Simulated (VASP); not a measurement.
# Sc: accuracy against cost in the k-mesh and SCF threshold, part 2 of 2

A convergence test on Sc: the k-mesh and SCF threshold. The series runs use PBEsol. The start is a cell from a database of measured crystal structures.

VASP 6.6.1; PBEsol; plane waves and PAW (Sc_sv).

So far. Step 7 (K-mesh: 9 9 5): Against the run before the energy moves by +5.08 meV an atom and the pressure by +0.17 GPa, after 13 cycles in 6 s.

## 8. K-mesh: 11 11 6

INCAR reads:

```
SYSTEM = Sc
PREC = Accurate
ENCUT = 400
EDIFF = 1E-06
NELM = 100
ISMEAR = -1
SIGMA = 0.05
LREAL = .FALSE.
ALGO = Normal
GGA = PS
NBANDS = 17
LASPH = .TRUE.
LORBIT = 11
LWAVE = .FALSE.
LCHARG = .FALSE.
KPAR = 2
ISIF = 2
```

POSCAR reads:

```
Sc
1.0
    3.3090000000      0.0000000000      0.0000000000
   -1.6545000000      2.8656780611      0.0000000000
    0.0000000000      0.0000000000      5.2733000000
Sc
2
Direct
    0.3333333333      0.6666666667      0.2500000000
    0.6666666667      0.3333333333      0.7500000000
```

KPOINTS reads:

```
Automatic mesh
0
Gamma
11 11 6
0 0 0
```

The projector-augmented-wave data sets are Sc_sv (PBE family, release 64).

On the command line:

```bash
mpirun -np 2 vasp_std
```

What it wrote:

```text
[... set-up lines as in an earlier step ...]
 entering main loop
       N       E                     dE             d eps       ncg     rms          rms(c)
DAV:   1     0.323032139898E+03    0.32303E+03   -0.10011E+04  2208   0.113E+03
DAV:   2     0.220958820163E+01   -0.32082E+03   -0.31505E+03  2760   0.557E+02
DAV:   3    -0.145242350276E+02   -0.16734E+02   -0.16182E+02  3612   0.145E+02
DAV:   4    -0.147917391249E+02   -0.26750E+00   -0.26615E+00  3137   0.169E+01
[...]
DAV:  11    -0.131979916001E+02    0.25687E-05   -0.41039E-06  2448   0.175E-02    0.274E-03
DAV:  12    -0.131979931070E+02   -0.15069E-05   -0.86996E-07  2151   0.116E-02    0.890E-04
DAV:  13    -0.131979930578E+02    0.49208E-07   -0.90283E-08  1733   0.505E-03
   1 F= -.13197993E+02 E0= -.13180598E+02  d E =-.347910E-01
```

Elapsed: 8.4 s, on 2 MPI ranks of Intel Xeon 6975P-C (Granite Rapids), shared host; peak memory 0.31 GiB; 15 s of CPU time.

Parts of OUTCAR (step 8):

```text
  Total       -0.7243599     -0.7243599     -1.2605367      0.0000000      0.0000000      0.0000000
  in kB      -23.2091010    -23.2091010    -40.3886579      0.0000000      0.0000000      0.0000000
  external PRESSURE =     -28.9356200 kB  Pullay stress =       0.0000000 kB

  FREE ENERGIE OF THE ION-ELECTRON SYSTEM (eV)
  ---------------------------------------------------
  free  energy   TOTEN  =       -13.1979930578 eV

  energy  without entropy=      -13.1632020620  energy(sigma->0) =      -13.18059756

[... 2 parts as in an earlier step ...]

[... 2 further parts left out ...]
[key lines of the parts left out:]
E-fermi :   3.4985
```

Against the run before the energy moves by -0.05 meV an atom and the pressure by -0.04 GPa, after 13 cycles in 8.4 s.

## 9. K-mesh: 14 14 8

INCAR is that of step 8.

POSCAR is that of step 8.

KPOINTS reads:

```
Automatic mesh
0
Gamma
14 14 8
0 0 0
```

On the command line:

```bash
mpirun -np 2 vasp_std
```

What it wrote:

```text
[... set-up lines as in an earlier step ...]
 entering main loop
       N       E                     dE             d eps       ncg     rms          rms(c)
DAV:   1     0.323190271053E+03    0.32319E+03   -0.99102E+03  4128   0.113E+03
DAV:   2     0.228836888975E+01   -0.32090E+03   -0.31559E+03  5176   0.564E+02
DAV:   3    -0.145348304608E+02   -0.16823E+02   -0.16330E+02  6718   0.145E+02
DAV:   4    -0.147931216977E+02   -0.25829E+00   -0.25648E+00  5922   0.172E+01
[...]
DAV:  11    -0.131980270448E+02    0.24849E-05   -0.36691E-06  4721   0.174E-02    0.257E-03
DAV:  12    -0.131980284200E+02   -0.13753E-05   -0.88824E-07  4206   0.122E-02    0.881E-04
DAV:  13    -0.131980283225E+02    0.97560E-07   -0.89824E-08  3191   0.505E-03
   1 F= -.13198028E+02 E0= -.13180400E+02  d E =-.352574E-01
```

The job ended after 13 s (2 MPI ranks; peak memory 0.35 GiB; 25 s of CPU time).

OUTCAR, selected parts (step 9):

```text
  Total       -0.7229930     -0.7229930     -1.2538275      0.0000000      0.0000000      0.0000000
  in kB      -23.1653053    -23.1653053    -40.1736892      0.0000000      0.0000000      0.0000000
  external PRESSURE =     -28.8347666 kB  Pullay stress =       0.0000000 kB

  FREE ENERGIE OF THE ION-ELECTRON SYSTEM (eV)
  ---------------------------------------------------
  free  energy   TOTEN  =       -13.1980283225 eV

  energy  without entropy=      -13.1627708899  energy(sigma->0) =      -13.18039961

[... 2 parts as in an earlier step ...]

[... 2 further parts left out ...]
[key lines of the parts left out:]
E-fermi :   3.4960
```

Against the run before the energy moves by +0.10 meV an atom and the pressure by +0.01 GPa, after 13 cycles in 13 s.

## 10. The k-mesh series as a table

This step: convergence of PBEsol results with the mesh; plane waves and PAW (VASP 6.6.1).

Derived from the runs above.

Differences are taken from the run with 14 14 8. Results of the series, by row:

```
setting     status  energy less the reference (meV/atom)  pressure (GPa)  SCF cycles  wall time (s)
  2 2 1  converged                                -339.3          -10.88          12            1.8
  3 3 2  converged                                  80.6          -3.274          12            2.4
  4 4 2  converged                                -10.95          -2.481          13            2.6
  5 5 3  converged                                 22.74          -2.454          13              3
  7 7 4  converged                                -5.123          -3.026          13            4.6
  9 9 5  converged                              -0.04754          -2.856          13              6
11 11 6  converged                              -0.09897          -2.894          13            8.4
14 14 8  converged                                     0          -2.883          13             13
```

## 11. SCF threshold: EDIFF = 0.01

This step: PBEsol; plane waves and PAW (Sc_sv) (VASP 6.6.1).

EDIFF stops the electronic loop; forces need it tighter than energies do.

Edit INCAR of step 9 so:

```diff
@@ -3,3 +3,3 @@
 ENCUT = 400
-EDIFF = 1E-06
+EDIFF = 0.01
 NELM = 100
```

POSCAR is that of step 9.

KPOINTS reads:

```
Automatic mesh
0
Gamma
7 7 4
0 0 0
```

On the command line:

```bash
mpirun -np 2 vasp_std
```

What it wrote:

```text
[... set-up lines as in an earlier step ...]
 entering main loop
       N       E                     dE             d eps       ncg     rms          rms(c)
[... 4 cycles as in an earlier step ...]
DAV:   5    -0.147905922001E+02   -0.39024E-02   -0.39001E-02  1189   0.203E+00    0.781E+00
DAV:   6    -0.133945132805E+02    0.13961E+01   -0.31990E+00  1064   0.204E+01    0.228E+00
DAV:   7    -0.132191904294E+02    0.17532E+00   -0.77241E-01  1081   0.907E+00    0.871E-01
DAV:   8    -0.132075621023E+02    0.11628E-01   -0.33860E-02   978   0.245E+00    0.265E-01
DAV:   9    -0.132054694134E+02    0.20927E-02   -0.73947E-03   498   0.108E+00
   1 F= -.13205469E+02 E0= -.13190396E+02  d E =-.301462E-01
```

The job ended after 3.2 s (2 MPI ranks; peak memory 0.28 GiB).

From OUTCAR (step 11):

```text
   NELECT =      22.0000    total number of electrons

 E-fermi :   3.4947

 k-point     1 :       0.0000    0.0000    0.0000
  band No.  band energies     occupation
    ...
      6     -24.2595      2.00000
      7     -24.2595      2.00000
      8     -24.2386      2.00000
      9      -1.6189      2.00000
     10       1.8254      2.00000
     11       3.9258      0.00036
     12       5.0844      0.00000
     13       5.0844      0.00000
     14       5.1997      0.00000
     15       5.4933      0.00000
    ...

  Total       -0.9397400     -0.9397400     -1.6130015      0.0000000     -0.0000000      0.0000000
  in kB      -30.1100626    -30.1100626    -51.6819290      0.0000000     -0.0000000      0.0000000
  external PRESSURE =     -37.3006847 kB  Pullay stress =       0.0000000 kB

  FREE ENERGIE OF THE ION-ELECTRON SYSTEM (eV)
  ---------------------------------------------------
  free  energy   TOTEN  =       -13.2054694134 eV

  energy  without entropy=      -13.1753232110  energy(sigma->0) =      -13.19039631

[... 9 parts as in an earlier step ...]

[... 9 further parts left out ...]
```

The k-mesh is coarse for a metal.

Numbers from this step:

```yaml
scf_cycles: 9
irreducible_k_points: 24
free_energy_toten: -13.21 eV
energy_at_zero_smearing: -13.19 eV
fermi_energy: 3.495 eV
pressure: -3.730 GPa
```

The series starts at -6.5952 eV an atom and -3.73 GPa, after 9 cycles in 3.2 s.

## 12. SCF threshold: EDIFF = 0.001

Edit INCAR of step 11 so:

```diff
@@ -3,3 +3,3 @@
 ENCUT = 400
-EDIFF = 0.01
+EDIFF = 0.001
 NELM = 100
```

POSCAR is that of step 11.

KPOINTS is that of step 11.

On the command line:

```bash
mpirun -np 2 vasp_std
```

What it wrote:

```text
[... set-up lines as in an earlier step ...]
 entering main loop
       N       E                     dE             d eps       ncg     rms          rms(c)
[... 9 cycles as in an earlier step ...]
DAV:  10    -0.132057143893E+02   -0.14563E-04   -0.83067E-05   527   0.152E-01
   1 F= -.13205714E+02 E0= -.13190641E+02  d E =-.301463E-01
```

It took 3.8 s on 2 MPI ranks; peak memory 0.28 GiB.

OUTCAR, selected parts (step 12):

```text
  Total       -0.7406245     -0.7406245     -1.4566551      0.0000000      0.0000000      0.0000000
  in kB      -23.7302340    -23.7302340    -46.6724562      0.0000000      0.0000000      0.0000000
  external PRESSURE =     -31.3776414 kB  Pullay stress =       0.0000000 kB

  FREE ENERGIE OF THE ION-ELECTRON SYSTEM (eV)
  ---------------------------------------------------
  free  energy   TOTEN  =       -13.2057143893 eV

  energy  without entropy=      -13.1755681217  energy(sigma->0) =      -13.19064126

[... 3 parts as in an earlier step ...]

[... 1 further part left out ...]
[key lines of the parts left out:]
E-fermi :   3.4955
```

Against the run before the energy moves by -0.12 meV an atom and the pressure by +0.59 GPa, after 10 cycles in 3.8 s.

## 13. SCF threshold: EDIFF = 1E-04

Edit INCAR of step 12 so:

```diff
@@ -3,3 +3,3 @@
 ENCUT = 400
-EDIFF = 0.001
+EDIFF = 1E-04
 NELM = 100
```

POSCAR is that of step 12.

KPOINTS is that of step 12.

On the command line:

```bash
mpirun -np 2 vasp_std
```

What it wrote:

```text
[... set-up lines as in an earlier step ...]
 entering main loop
       N       E                     dE             d eps       ncg     rms          rms(c)
[... 9 cycles as in an earlier step ...]
DAV:  10    -0.132057149131E+02   -0.15087E-04   -0.88308E-05   827   0.152E-01
   1 F= -.13205715E+02 E0= -.13190642E+02  d E =-.301463E-01
```

It took 3.6 s on 2 MPI ranks; peak memory 0.28 GiB; 6.2 s of CPU time.

OUTCAR, selected parts (step 13):

```text
  Total       -0.7378197     -0.7378197     -1.4535214      0.0000000      0.0000000     -0.0000000
  in kB      -23.6403648    -23.6403648    -46.5720513      0.0000000      0.0000000     -0.0000000
  external PRESSURE =     -31.2842603 kB  Pullay stress =       0.0000000 kB

  FREE ENERGIE OF THE ION-ELECTRON SYSTEM (eV)
  ---------------------------------------------------
  free  energy   TOTEN  =       -13.2057149131 eV

  energy  without entropy=      -13.1755686380  energy(sigma->0) =      -13.19064178

[... 3 parts as in an earlier step ...]

[... 1 further part left out ...]
[key lines of the parts left out:]
E-fermi :   3.4955
```

Against the run before the energy stays within 0.01 meV an atom; the pressure moves by +0.01 GPa, after 10 cycles in 3.6 s.

## 14. SCF threshold: EDIFF = 1E-05

Edit INCAR of step 13 so:

```diff
@@ -3,3 +3,3 @@
 ENCUT = 400
-EDIFF = 1E-04
+EDIFF = 1E-05
 NELM = 100
```

POSCAR is that of step 13.

KPOINTS is that of step 13.

On the command line:

```bash
mpirun -np 2 vasp_std
```

What it wrote:

```text
[... set-up lines as in an earlier step ...]
 entering main loop
       N       E                     dE             d eps       ncg     rms          rms(c)
[... 9 cycles as in an earlier step ...]
DAV:  10    -0.132057177547E+02   -0.17928E-04   -0.11673E-04  1323   0.152E-01    0.975E-03
DAV:  11    -0.132057144963E+02    0.32583E-05   -0.52073E-06   761   0.262E-02
   1 F= -.13205714E+02 E0= -.13190644E+02  d E =-.301404E-01
```

It took 3.8 s on 2 MPI ranks; peak memory 0.27 GiB; 6.8 s of CPU time.

OUTCAR, selected parts (step 14):

```text
  Total       -0.6962851     -0.6962851     -1.4216993      0.0000000      0.0000000      0.0000000
  in kB      -22.3095619    -22.3095619    -45.5524452      0.0000000      0.0000000      0.0000000
  external PRESSURE =     -30.0571897 kB  Pullay stress =       0.0000000 kB

  FREE ENERGIE OF THE ION-ELECTRON SYSTEM (eV)
  ---------------------------------------------------
  free  energy   TOTEN  =       -13.2057144963 eV

  energy  without entropy=      -13.1755741198  energy(sigma->0) =      -13.19064431

[... 3 parts as in an earlier step ...]

[... 1 further part left out ...]
[key lines of the parts left out:]
E-fermi :   3.4957
```

Against the run before the energy stays within 0.01 meV an atom; the pressure moves by +0.12 GPa, after 11 cycles in 3.8 s.

## 15. SCF threshold: EDIFF = 1E-06

Edit INCAR of step 14 so:

```diff
@@ -3,3 +3,3 @@
 ENCUT = 400
-EDIFF = 1E-05
+EDIFF = 1E-06
 NELM = 100
```

POSCAR is that of step 14.

KPOINTS is that of step 14.

On the command line:

```bash
mpirun -np 2 vasp_std
```

What it wrote:

```text
[... set-up lines as in an earlier step ...]
 entering main loop
       N       E                     dE             d eps       ncg     rms          rms(c)
[... 13 cycles as in an earlier step ...]
   1 F= -.13205717E+02 E0= -.13190646E+02  d E =-.301411E-01
```

Wall time 4.2 s (2 MPI ranks); peak memory 0.27 GiB; 7.6 s of CPU time.

From OUTCAR (step 15):

```text
[... 6 parts as in an earlier step ...]

[... 1 further part left out ...]
[key lines of the parts left out:]
E-fermi :   3.4954
```

Against the run before the energy stays within 0.01 meV an atom; the pressure moves by -0.02 GPa, after 13 cycles in 4.2 s.

## 16. SCF threshold: EDIFF = 1E-08

Edit INCAR of step 15 so:

```diff
@@ -3,3 +3,3 @@
 ENCUT = 400
-EDIFF = 1E-06
+EDIFF = 1E-08
 NELM = 100
```

POSCAR is that of step 15.

KPOINTS is that of step 15.

On the command line:

```bash
mpirun -np 2 vasp_std
```

What it wrote:

```text
[... set-up lines as in an earlier step ...]
 entering main loop
       N       E                     dE             d eps       ncg     rms          rms(c)
[... 10 cycles as in an earlier step ...]
DAV:  11    -0.132057145768E+02    0.31778E-05   -0.60128E-06  1234   0.262E-02    0.323E-03
DAV:  12    -0.132057165357E+02   -0.19588E-05   -0.69675E-07  1365   0.726E-03    0.770E-04
DAV:  13    -0.132057165282E+02    0.74747E-08   -0.21515E-08   876   0.181E-03
   1 F= -.13205717E+02 E0= -.13190646E+02  d E =-.301411E-01
```

It took 4.4 s on 2 MPI ranks; peak memory 0.28 GiB; 7.9 s of CPU time.

OUTCAR, selected parts (step 16):

```text
  Total       -0.7040029     -0.7040029     -1.4226148      0.0000000      0.0000000      0.0000000
  in kB      -22.5568473    -22.5568473    -45.5817790      0.0000000      0.0000000      0.0000000
  external PRESSURE =     -30.2318245 kB  Pullay stress =       0.0000000 kB

  FREE ENERGIE OF THE ION-ELECTRON SYSTEM (eV)
  ---------------------------------------------------
  free  energy   TOTEN  =       -13.2057165282 eV

  energy  without entropy=      -13.1755753989  energy(sigma->0) =      -13.19064596

[... 3 parts as in an earlier step ...]

[... 1 further part left out ...]
[key lines of the parts left out:]
E-fermi :   3.4954
```

Against the run before the energy stays within 0.01 meV an atom and the pressure within 0.01 GPa, after 13 cycles in 4.4 s.

## 17. The SCF threshold series as a table

This step: convergence of PBEsol results with the threshold; plane waves and PAW (VASP 6.6.1).

No new run; the numbers come from the runs before.

Differences are taken from the run with EDIFF = 1E-08. Results of the series, by row:

```
      setting     status  energy less the reference (meV/atom)  pressure (GPa)  SCF cycles  wall time (s)
 EDIFF = 0.01  converged                                0.1248           -3.73           9            3.2
EDIFF = 0.001  converged                               0.00235          -3.138          10            3.8
EDIFF = 1E-04  converged                               0.00209          -3.128          10            3.6
EDIFF = 1E-05  converged                               8.25e-4          -3.006          11            3.8
EDIFF = 1E-06  converged                              -4.00e-5          -3.026          13            4.2
EDIFF = 1E-08  converged                                     0          -3.023          13            4.4
```

## 18. Summary of results

```
k-mesh from which the energy stays within 10 meV/atom of the reference        : 7 7 4
k-mesh from which the energy stays within 1 meV/atom of the reference         : 9 9 5
k-mesh from which the pressure stays within 0.2 GPa of the reference          : 7 7 4
spread of the pressure over the k-mesh                                        : 8.43 GPa
spread of the energy over the k-mesh                                          : 420 meV/atom
SCF threshold from which the energy stays within 10 meV/atom of the reference : EDIFF = 0.01
SCF threshold from which the energy stays within 1 meV/atom of the reference  : EDIFF = 0.01
SCF threshold from which the pressure stays within 0.2 GPa of the reference   : EDIFF = 0.001
spread of the pressure over the SCF threshold                                 : 0.724 GPa
spread of the energy over the SCF threshold                                   : 0.125 meV/atom
```

From 9 9 5 on, the energy stays within 1 meV an atom of the reference, at 46 % of its time. The pressure holds within 0.2 GPa from 7 7 4 on. The energy swings above and below the reference, since the sum over k-points is not variational. A metal's Fermi surface slows this convergence. From EDIFF = 0.01 on, the energy stays within 1 meV an atom of the reference, at 73 % of its time. The pressure holds within 0.2 GPa from EDIFF = 0.001 on. The loosest stop saves 4 of 13 cycles and costs +0.1 meV an atom, -0.71 GPa. Differences are taken from the run with 14 14 8, which is itself not the exact limit. Forces vanish by symmetry in this cell, so the series can't test them. The runs at 2 2 1; 3 3 2 are over 30 meV an atom or 2 GPa off and describe the material poorly.

[Lines on the potential files, build, host, timing and source positions are cut from VASP's logs without a mark.]

[Logs are printed without paths, hosts, clocks, repeated set-up lines and the standing remarks that a program may print on its own settings, such as how far it seeks lower states.]

[Hosts, paths, dates, database ids (printed as entryN), source tags and the programs' standing remarks are cut or masked in the printed files.]

[A measured line is paired with the nearest computed mode of its activity, which favours agreement.]
